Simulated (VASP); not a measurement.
## MgO (relaxed from the 6H structure, space group P6_3mc): computed properties

Method: r2SCAN meta-GGA, VASP's PBE PAW potentials (set 64) (plane waves; VASP).

```
Quantity                                                                                              Value
---------------------------------------------  ------------------------------------------------------------
space group                                                                                    P6_3mc (186)
cell                                           a = b = 3.2343 Å, c = 15.6580 Å, α = β = 90.00°, γ = 120.00°
volume per atom                                                                               11.82 Å³/atom
band gap (over mesh and band path)                                                                  4.33 eV
smallest direct gap (over mesh and band path)                                                       4.33 eV
band-edge character                                                                          direct, Γ to Γ
density                                                                                          2.83 g/cm³
mean ε∞ (independent particles)                                                                        2.75
```

```cif
data_Mg6O6
_chemical_formula_sum 'Mg6 O6'
_space_group_name_H-M_alt 'P 1'
_space_group_IT_number 1
_cell_length_a 3.23430
_cell_length_b 3.23430
_cell_length_c 15.65801
_cell_angle_alpha 90.000
_cell_angle_beta 90.000
_cell_angle_gamma 120.000
loop_
_space_group_symop_operation_xyz
  'x, y, z'
loop_
_atom_site_label
_atom_site_type_symbol
_atom_site_fract_x
_atom_site_fract_y
_atom_site_fract_z
_atom_site_occupancy
Mg1 Mg 0.00000 0.00000 0.99979 1
Mg2 Mg 0.00000 0.00000 0.49979 1
Mg3 Mg 0.66667 0.33333 0.83445 1
Mg4 Mg 0.33333 0.66667 0.33445 1
Mg5 Mg 0.66667 0.33333 0.16687 1
Mg6 Mg 0.33333 0.66667 0.66687 1
O1 O 0.00000 0.00000 0.87437 1
O2 O 0.00000 0.00000 0.37437 1
O3 O 0.66667 0.33333 0.70790 1
O4 O 0.33333 0.66667 0.20790 1
O5 O 0.66667 0.33333 0.04032 1
O6 O 0.33333 0.66667 0.54032 1
```

The structure was generated: MgO was put into the 6H type (P6_3mc), which need not be its known phase. It was relaxed first, which changed the volume by -5 %. Symmetry was kept, so distortions that lower it aren't found.
